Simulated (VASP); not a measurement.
An input for Quantum ESPRESSO's pw.x (written as the equivalent of a VASP run, and not itself run):

```
&CONTROL
  calculation = 'vc-relax'
  pseudo_dir = './pseudo'
  outdir = './out'
  tprnfor = .true.
  tstress = .true.
  nstep = 40
  forc_conv_thr = 0.00078
/
&SYSTEM
  ibrav = 0
  nat = 2
  ntyp = 1
  ecutwfc = 62
  occupations = 'smearing'
  smearing = 'methfessel-paxton'
  degauss = 0.00735
  input_dft = 'pbesol'
/
&ELECTRONS
  conv_thr = 7.3e-08
  electron_maxstep = 100
/
&IONS
/
&CELL
  press = 300
/
ATOMIC_SPECIES
  Tl 204.380 Tl.upf
CELL_PARAMETERS angstrom
     1.5814890   -2.7392196    0.0000000
     1.5814890    2.7392196    0.0000000
     0.0000000    0.0000000    5.0513586
ATOMIC_POSITIONS crystal
  Tl   0.3333330  0.6666670  0.2500000
  Tl   0.6666670  0.3333330  0.7500000
K_POINTS automatic
  13 13 7 0 0 0
```

Task: Translate this input to VASP (INCAR, KPOINTS, POSCAR, choice of POTCAR).

Result: One answer among several that fit: 
File POSCAR:
```
Tl
1
    1.5814890046    -2.7392195915     0.0000000000
    1.5814890046     2.7392195915     0.0000000000
    0.0000000000     0.0000000000     5.0513586261
Tl
2
Direct
  0.3333330000   0.6666670000   0.2500000000
  0.6666670000   0.3333330000   0.7500000000
```

**INCAR**
```
# general
SYSTEM   =  Tl
PREC     =  Accurate
ENCUT    =  500
LREAL    =  .False.
LASPH    =  .True.   # aspherical one-centre terms

# electronic loop
EDIFF    =  1E-6   # SCF stop (eV)
NELM     =  100   # most electronic steps
ALGO     =  Normal   # blocked Davidson
LMAXMIX  =  4   # l cut-off of mixed one-centre charges

# smearing
ISMEAR   =  1   # Methfessel-Paxton
SIGMA    =  0.1

# functional
GGA      =  PS

# ions
IBRION   =  2
NSW      =  40   # most ionic steps
ISIF     =  3
EDIFFG   =  -0.02   # ionic stop
PSTRESS  =  300

# output
LWAVE    =  .False.
LCHARG   =  .False.
```

File KPOINTS:
```
Automatic mesh
0
Gamma
13 13 7
0 0 0
```

POTCAR, in this order: Tl_d (PBE.64 set). Program: vasp_std.

The two are equivalent in intent, not identical: the potentials are each code's own (VASP's PAW set, PseudoDojo norm-conserving files in pw.x), so ENCUT and ecutwfc are chosen apart and not converted; conv_thr bounds pw.x's estimated SCF error, while EDIFF bounds the energy change between steps; forc_conv_thr acts on force components and is met together with etot_conv_thr.

The compound is Tl in the hcp structure. This run relaxes it under an external pressure of 30 GPa. Symmetry was kept, so distortions that lower it aren't found.
